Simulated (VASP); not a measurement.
# KFeSi (P-6m2) in VASP: elastic constants with PBEsol+U

Aim: the elastic constants of KFeSi with PBEsol+U.

Program: VASP 6.6.1. These are calculated values, not measurements. Logs are shortened: lines on timing, memory, paths and dates and some standing lists are left out, and cuts for length are marked.

## (1) Starting point

It takes space group P-6m2 (No. 187, hexagonal). The conventional cell has a = 4.276 Å, b = 4.276 Å, c = 4.286 Å, α = 90.00°, β = 90.00°, γ = 120.00°. Around K (site symmetry -6m2) lie 3 Si at 2.47 Å. Fe (site symmetry -6m2) is surrounded by 6 Si at 3.27 Å and 6 K at 3.27 Å. Si (site symmetry -6m2) is surrounded by 3 K at 2.47 Å.

The cell was built by a generator and needn't be a form met in nature.

## (2) Elastic constants, PBEsol+U, collinear spin, random start

POSCAR reads:

```
KFeSi
1.0
    4.2756079900      0.0000000000      0.0000000000
   -2.1378039900      3.7027851400      0.0000000000
    0.0000000000      0.0000000000      4.2862818400
K Fe Si
1 1 1
Direct
    0.3333333300      0.6666666700      0.5000000000
    0.6666666700      0.3333333300      0.0000000000
    0.0000000000      0.0000000000      0.5000000000
```

INCAR.step1 reads:

```
PREC = Accurate
ENCUT = 600
EDIFF = 1E-8
ISMEAR = 1
SIGMA = 0.2
LREAL = False
LASPH = True
NELM = 100
ALGO = Normal
ISIF = 3
LWAVE = False
LCHARG = False
ISPIN = 2
MAGMOM = 0 2.13 0
LORBIT = 11
LMAXMIX = 4
LDAU = True
LDAUTYPE = 2
LDAUL = -1 2 -1
LDAUU = 0 7 0
LDAUJ = 0 0 0
LDAUPRINT = 1
GGA = PS
IBRION = 2
NSW = 40
EDIFFG = -0.002
```

INCAR.step2 reads:

```
PREC = Accurate
ENCUT = 600
EDIFF = 1E-8
ISMEAR = 1
SIGMA = 0.2
LREAL = False
LASPH = True
NELM = 100
ALGO = Normal
ISIF = 3
LWAVE = False
LCHARG = False
ISPIN = 2
MAGMOM = 0 2.13 0
LORBIT = 11
LMAXMIX = 4
LDAU = True
LDAUTYPE = 2
LDAUL = -1 2 -1
LDAUU = 0 7 0
LDAUJ = 0 0 0
LDAUPRINT = 1
GGA = PS
IBRION = 6
NFREE = 2
POTIM = 0.015
NSW = 1
```

KPOINTS reads:

```
Automatic mesh
0
Gamma
  5 5 5
```

Potentials or basis: VASP PAW PBE potentials, release 64 (K_sv, Fe_pv, Si).

The run is started by

```console
$ cat potpaw_PBE.64/K_sv/POTCAR potpaw_PBE.64/Fe_pv/POTCAR potpaw_PBE.64/Si/POTCAR > POTCAR
$ cp INCAR.step1 INCAR
$ mpirun -np 1 vasp_std > vasp.out
$ cp CONTCAR POSCAR
$ cp INCAR.step2 INCAR
$ mpirun -np 1 vasp_std > vasp.out
```

OUTCAR:

```text
PREC = Accurate
   ENCUT = 600
   EDIFF = 1E-8
   ISMEAR = 1
   LREAL = False
   LASPH = True
   NELM = 100
   ISIF = 3
   ISPIN = 2
   LORBIT = 11
   GGA = PS
   IBRION = 6
   NFREE = 2
   POTIM = 0.015
   NSW = 1

 ion  position               nearest neighbor table
   1  0.333  0.667  0.500-   3 3.07   3 3.07   3 3.07
   2  0.667  0.333  0.000-
   3  0.000  0.000  0.500-   1 3.07   1 3.07   1 3.07

  LATTYP: Found a hexagonal cell.
 ALAT       =     5.3101341398
 C/A-ratio  =     0.5256130631

  Lattice vectors:

 A1 = (   5.3101341398,   0.0000000012,   0.0000000000)
 A2 = (  -2.6550670626,   4.5987110686,   0.0000000000)
 A3 = (   0.0000000000,   0.0000000000,   2.7910758709)

Analysis of symmetry for initial positions (statically):
=====================================================================
 Subroutine PRICEL returns:
 Original cell was already a primitive cell.

 Routine SETGRP: Setting up the symmetry group for a
 hexagonal supercell.

 Subroutine GETGRP returns: Found 12 space group operations
 (whereof 12 operations were pure point group operations)
 out of a pool of 24 trial point group operations.

The static configuration has the point symmetry D_3h.

Analysis of symmetry for dynamics (positions and initial velocities):
=====================================================================
 Subroutine PRICEL returns:
 Original cell was already a primitive cell.

 Routine SETGRP: Setting up the symmetry group for a
 hexagonal supercell.

 Subroutine GETGRP returns: Found 12 space group operations
 (whereof 12 operations were pure point group operations)
 out of a pool of 24 trial point group operations.

The dynamic configuration has the point symmetry D_3h.

Analysis of structural, dynamic, and magnetic symmetry:
[... 1039 lines left out ...]
 k-point     1 :       0.0000    0.0000    0.0000
  band No.  band energies     occupation
      1     -53.0718      1.00000
      2     -53.0718      1.00000
      3     -51.2919      1.00000
      4     -27.0103      1.00000
      5     -10.5688      1.00000
      6     -10.5688      1.00000
[... 820 lines left out ...]
  FREE ENERGIE OF THE ION-ELECTRON SYSTEM (eV)
  ---------------------------------------------------
  free  energy   TOTEN  =        -9.3948691230 eV

  energy  without entropy=       -9.3872871774  energy(sigma->0) =       -9.39234181

 INTERNAL STRAIN TENSORS FROM STRAINED CELLS
 ============================================

 INTERNAL STRAIN TENSOR FOR ION    1 for displacements in x,y,z  (eV/Angst):
          X           Y           Z          XY          YZ          ZX
  --------------------------------------------------------------------------------
  x     0.00000    -0.00000     0.00000     0.38369     0.00000    -0.00000
  y     0.39426    -0.38246    -0.00000    -0.00011     0.00946    -0.00030
  z     0.00000     0.00000     0.00000     0.00000    -0.00135     0.00000

 INTERNAL STRAIN TENSORS FROM DISPLACED ATOMS
 ============================================

 INTERNAL STRAIN TENSOR FOR ION    1 for displacements in x,y,z  (eV/Angst):
          X           Y           Z          XY          YZ          ZX
  --------------------------------------------------------------------------------
  x     0.00000    -0.00000     0.00000     0.37521     0.00000     0.00000
  y     0.37521    -0.37521    -0.00000    -0.00000     0.00000     0.00000
  z     0.00000     0.00000     0.00000     0.00000    -0.00000     0.00000

 INTERNAL STRAIN TENSOR FOR ION    3 for displacements in x,y,z  (eV/Angst):
          X           Y           Z          XY          YZ          ZX
  --------------------------------------------------------------------------------
  x    -0.00000     0.00000    -0.00000    -5.50839     0.00000     0.00000
  y    -5.50839     5.50839     0.00000     0.00000     0.00000     0.00000
  z     0.00000     0.00000     0.00000     0.00000     0.00000    -0.00000

 Eigenvectors and eigenvalues of the dynamical matrix
 ----------------------------------------------------

   1 f  =    6.598691 THz    41.460796 2PiTHz  220.108627 cm-1    27.289979 meV
             X         Y         Z           dx          dy          dz
     -0.000000  3.065807  1.395538    -0.342634   -0.716937   -0.000000
      2.655067  1.532904  0.000000     0.123273    0.257940   -0.000000
      0.000000  0.000000  1.395538     0.230954    0.483254   -0.000000
[... 43 lines left out ...]
   9 f/i=    3.450379 THz    21.679368 2PiTHz  115.092240 cm-1    14.269613 meV
             X         Y         Z           dx          dy          dz
     -0.000000  3.065807  1.395538     0.000000    0.000000   -0.574242
      2.655067  1.532904  0.000000     0.000000    0.000000   -0.094682
      0.000000  0.000000  1.395538     0.000000    0.000000    0.813192

--------------------------------------------------------------------------------------------------------

 ELASTIC MODULI CONTR FROM IONIC RELAXATION (kBar)
 Direction    XX          YY          ZZ          XY          YZ          ZX
 --------------------------------------------------------------------------------
 XX        -743.8694    743.8694      0.0000     -0.0000     -0.0000      0.0000
 YY         743.8694   -743.8694     -0.0000     -0.0000      0.0000     -0.0000
 ZZ           0.0000     -0.0000     -0.0000     -0.0000      0.0000      0.0000
 XY          -0.0000     -0.0000     -0.0000   -743.8694      0.0000     -0.0000
 YZ          -0.0000      0.0000      0.0000      0.0000     -0.0000     -0.0000
 ZX           0.0000     -0.0000      0.0000     -0.0000     -0.0000     -0.0000
 --------------------------------------------------------------------------------

 TOTAL ELASTIC MODULI (kBar)
 Direction    XX          YY          ZZ          XY          YZ          ZX
 --------------------------------------------------------------------------------
 XX        -180.7865    959.8704     38.6562     -0.0000     -0.0000     -0.0000
 YY         959.8704   -180.7865     38.6562     -0.0000      0.0000     -0.0000
 ZZ          38.6562     38.6562   1174.8867      0.0000     -0.0000     -0.0000
 XY          -0.0000     -0.0000      0.0000   -570.3284      0.0000     -0.0000
 YZ           0.0000      0.0000     -0.0000      0.0000    -77.5595     -0.0000
 ZX          -0.0000     -0.0000     -0.0000     -0.0000     -0.0000    -77.4104
 --------------------------------------------------------------------------------

 total charge

# of ion       s       p       d       tot
------------------------------------------
    1        1.986   5.570   0.079   7.635
    2        0.381   6.159   5.777  12.318
    3        0.864   0.680   0.000   1.544
--------------------------------------------------
tot          3.231  12.409   5.857  21.497

 magnetization (x)

# of ion       s       p       d       tot
------------------------------------------
    1       -0.004  -0.004  -0.010  -0.019
    2        0.047   0.019   3.684   3.750
    3        0.009  -0.080   0.000  -0.070
--------------------------------------------------
tot          0.052  -0.065   3.674   3.661
```

It took 62 min on 1 thread of Intel Xeon Platinum 8488C (Sapphire Rapids), shared host; peak memory 0.41 GiB.

Results:

```
Relaxed volume                                          : 22.72 Å³/atom
Relaxed cell                                            : a = 5.310 Å, b = 5.310 Å, c = 2.791 Å, α = 90.00°, β = 90.00°, γ = 120.00°
Space group after relaxing (to 0.05 Å)                  : P-6m2 (No. 187)
Net moment                                              : 3.55 μB per cell
Site moments                                            : K -0.02; Fe +3.75; Si -0.07 μB
Valence electrons inside the program's atomic spheres   : K 7.63; Fe 12.32; Si 1.54
Voigt bulk modulus                                      : 32 GPa
Highest phonon frequency at Γ, LO-TO splitting left out : 220 cm⁻¹
Most unstable mode                                      : 115i cm⁻¹
```

Step by step:
```
step  energy change (eV)  largest force (eV/Å)  pressure (GPa)  volume (Å³)
   1              0.0000                0.0000           10.06        67.86
   2             -1.3834                0.0000           -0.32        81.88
   3             -1.5790                0.0000           -2.55        87.73
   4             -1.6509                0.0000           -5.17        99.26
   5             -1.6590                0.0000           -4.12        93.55
   6             -2.2079                0.0000           -4.69        84.98
   7             -0.4407                0.0000           19.51        57.44
   8             -1.9304                0.0000           -4.66        80.24
   9             -3.3366                0.0000            0.14        69.08
  10             -3.3456                0.0000           -1.88        72.67
  11             -3.3618                0.0000           -1.22        71.29
  12             -3.3624                0.0000           -0.97        70.82
  13             -3.3751                0.0000           -0.24        68.73
  14             -3.3754                0.0000           -0.09        68.33
  15             -3.3755                0.0000            0.03        68.11
  16             -3.3755                0.0000            0.00        68.16
```

Final structure:
```yaml
crystal:
  lattice:
    - [5.31013, 0.00000, 0.00000]
    - [-2.65507, 4.59871, 0.00000]
    - [0.00000, 0.00000, 2.79108]
  atoms:
    - { symbol: K, position: [0.33333, 0.66667, 0.50000] }
    - { symbol: Fe, position: [0.66667, 0.33333, 0.00000] }
    - { symbol: Si, position: [0.00000, 0.00000, 0.50000] }
```

Phonon frequencies in cm⁻¹ (negative: imaginary):
```tsv
q point	frequencies
(0.000, 0.000, 0.000)	-115 -1 -1 -1 55 111 111 220 220
```

Elastic tensor in Voigt notation (GPa, in the Cartesian axes of the cell as first typed):
```
-18  96   4   0   0   0
 96 -18   4   0   0   0
  4   4 117   0   0   0
  0   0   0  -8   0   0
  0   0   0   0  -8   0
  0   0   0   0   0 -57
```

Eigenvalues of the final occupation matrices:
```csv
site,spin,trace,eigenvalues
site 2 d,1,4.74,0.94 0.95 0.95 0.95 0.95
site 2 d,2,1.05,0.03 0.03 0.04 0.04 0.91
```

Clamped-ion elastic tensor (GPa):
```
 56  22   4   0   0   0
 22  56   4   0   0   0
  4   4 117   0   0   0
  0   0   0  -8   0   0
  0   0   0   0  -8   0
  0   0   0   0   0  17
```

Caveat: some modes are imaginary; the elastic tensor has a negative eigenvalue, so either the cell is unstable as it stands or the mesh is too thin; the PAW data sets were made with another functional, which shifts forces and pressure a little; the U is typed as a test and isn't derived for this compound. The state reached can hang on the start; a lower one may exist.
